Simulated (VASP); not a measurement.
Given:

```
CELL_PARAMETERS angstrom
      1.16790    -2.02286     0.00000
      1.16790     2.02286     0.00000
      0.00000     0.00000     3.65160
ATOMIC_POSITIONS crystal
  Be 0.33333 0.66667 0.25000
  Be 0.66667 0.33333 0.75000
```

Method: PBE GGA, VASP's PBE PAW potentials (set 64) (plane waves; VASP). Numerical set-up: 400 eV cut-off, 13×13×8 Γ-centred mesh, first-order Methfessel-Paxton smearing of 0.10 eV, potentials Be.

Energy and stress use the plane-wave basis of the starting cell.

**Question.** The ions, cell shape and volume are relaxed. Predict the relaxed structure.

**Answer.** 
```
CELL_PARAMETERS angstrom
      1.13384    -1.96386     0.00000
      1.13384     1.96386     0.00000
      0.00000     0.00000     3.55376
ATOMIC_POSITIONS crystal
  Be 0.33333 0.66667 0.25000
  Be 0.66667 0.33333 0.75000
```
Space group P6_3/mmc (194), at a tolerance of 0.03 Å.

**Question.** How do energy and volume change from the first to the last step?

**Answer.** The energy (σ→0) changes by -21.2 meV/atom and the volume by -8.3 %, in 6 ionic steps.

The compound is Be in the hcp structure. This run relaxes it. Symmetry was kept, so distortions that lower it aren't found.
